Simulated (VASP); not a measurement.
Consider the following.

```
Sb
1.0
    0.00000     2.35885     2.35885
    2.35885     0.00000     2.35885
    2.35885     2.35885     0.00000
Sb
1
Cartesian
  0.00000   0.00000   0.00000
```

The numbers are results of PBEsol GGA, VASP's PBE PAW potentials (set 64) (plane waves; VASP 6.6.1), not measurements. Settings: 400 eV cut-off, 12×12×12 Γ-centred mesh, first-order Methfessel-Paxton smearing of 0.10 eV, potentials Sb.

Unless said otherwise, spin-orbit coupling is left out, though it shifts the bands of the heavy elements here.

Q: Predict the energy per atom (σ→0), band gap (on the k-mesh) with the smallest direct gap where there is one.

A: 
```
Property                                                    Result
------------------------  ----------------------------------------
band gap (on the k-mesh)  none (metal, semimetal or under 0.01 eV)
energy per atom (σ→0)                               -4.293 eV/atom
```

Only differences to runs with the same potentials and settings are physical.

The structure comes from a measured Sb entry (Fm-3m) of the Crystallography Open Database, whose conditions weren't checked. It was relaxed first, which changed the volume by +7 %. The start is the result of an earlier pass.
